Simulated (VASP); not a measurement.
```
CELL_PARAMETERS angstrom
      1.58000    -2.73664     0.00000
      1.58000     2.73664     0.00000
      0.00000     0.00000    12.30000
ATOMIC_POSITIONS crystal
  Mo 0.34034 0.69334 0.25241
  Mo 0.64484 0.32545 0.74574
  S  0.35838 0.66325 0.87864
  S  0.68268 0.33162 0.38370
  S  0.68132 0.34721 0.12151
  S  0.29243 0.63913 0.61800
```

Level of theory: PBEsol GGA, VASP's PBE PAW potentials (set 64) (plane waves; VASP). Settings: 300 eV cut-off, 5×5×1 Γ-centred mesh, Fermi-Dirac smearing of 0.020 eV, potentials Mo_sv S.

At this cut-off the stress carries a Pulay error, which pulls relaxed volumes low.

Task: Predict the energy per atom (σ→0), pressure, largest force.

Result: 
The energy per atom (σ→0) comes out as -7760 meV/atom, the pressure comes out as -5.67 GPa and the largest force is 1.596 eV/Å.

The structure is a typed MoS2 crystal. The cell was not relaxed at this level. The k-mesh is coarse (spacing up to 0.51 per Å, 2π included), so the numbers may not be converged in it.
